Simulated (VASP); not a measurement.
```
CELL_PARAMETERS angstrom
      0.00000     2.70168     2.62063
      2.70168     0.00000     2.62063
      2.70168     2.70168     0.00000
ATOMIC_POSITIONS crystal
  Cd 0.00000 0.00000 0.00000
  F  0.25000 0.25000 0.25000
  F  0.75000 0.75000 0.75000
```

Level of theory: r2SCAN meta-GGA, VASP's PBE PAW potentials (set 64) (plane waves; VASP). Settings: 600 eV cut-off, 6×6×6 Γ-centred mesh, Gaussian smearing of 0.050 eV, potentials Cd F.

### Question
Predict the energy per atom (σ→0), pressure.

### Answer

- energy per atom (σ→0) = -11.234 eV/atom
- pressure = 3.53 GPa

Only differences to runs with the same potentials and settings are physical.

The compound is CdF2 in the fluorite structure. This cell was strained or had an atom moved on purpose.
